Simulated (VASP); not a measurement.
Here is the system:

```
CELL_PARAMETERS angstrom
      0.00160     5.06415     5.05704
      5.06415     0.00160     5.05704
      2.53288     2.53288     0.00000
ATOMIC_POSITIONS crystal
  Be 0.99967 0.99967 0.00065
  Be 0.98843 0.50449 0.00708
  Be 0.50449 0.98843 0.00708
  Be 0.50745 0.50745 0.98510
  Se 0.12511 0.12511 0.24977
  Se 0.12511 0.62467 0.25022
  Se 0.62467 0.12511 0.25022
  S  0.62506 0.62506 0.24989
```

These are PBEsol GGA, VASP's PBE PAW potentials (set 64) (plane waves; VASP) values and carry that method's errors. Run with 400 eV cut-off, Gaussian smearing of 0.050 eV, potentials Be Se S.

Task: Give the energies of bands 7 to 20 at the high-symmetry points, in eV from the valence-band maximum.

Result: 
| band | Γ | Y | C0 | Z | A0 | T | S | R |
|---|---|---|---|---|---|---|---|---|
| 7 | -5.24 | -3.52 | -3.80 | -4.55 | -5.05 | -5.27 | -3.78 | -5.04 |
| 8 | -2.93 | -3.23 | -3.64 | -4.47 | -5.04 | -5.25 | -3.46 | -5.02 |
| 9 | -2.86 | -3.02 | -3.55 | -4.01 | -3.06 | -3.00 | -3.11 | -3.51 |
| 10 | -1.50 | -2.92 | -2.35 | -4.00 | -2.95 | -2.87 | -3.02 | -3.03 |
| 11 | -1.32 | -2.31 | -2.34 | -3.72 | -2.85 | -2.82 | -2.51 | -3.03 |
| 12 | -1.19 | -2.02 | -1.82 | -3.46 | -2.75 | -2.69 | -1.94 | -2.97 |
| 13 | -0.93 | -1.55 | -1.61 | -3.23 | -1.99 | -1.42 | -1.02 | -2.50 |
| 14 | -0.06 | -1.54 | -1.55 | -3.20 | -1.61 | -1.16 | -0.86 | -2.15 |
| 15 | -0.02 | -1.27 | -1.47 | -1.53 | -1.37 | -1.14 | -0.48 | -1.96 |
| 16 | 0.00 | -1.02 | -0.63 | -1.02 | -1.36 | -0.92 | -0.46 | -1.90 |
| 17 | 2.42 | 3.63 | 4.00 | 4.89 | 2.74 | 2.30 | 3.81 | 3.76 |
| 18 | 4.05 | 3.74 | 4.21 | 5.21 | 3.02 | 2.58 | 4.10 | 3.99 |
| 19 | 4.25 | 4.88 | 4.38 | 5.89 | 4.49 | 4.09 | 4.42 | 4.08 |
| 20 | 4.47 | 5.20 | 5.43 | 5.97 | 4.54 | 4.18 | 4.72 | 4.16 |

The gap is indirect, 2.30 eV, from the valence maximum at Γ to the conduction minimum at T.

The structure was generated: Be4SSe3 was put into an ordered model structure (Amm2), which need not be its known phase. It was relaxed first.
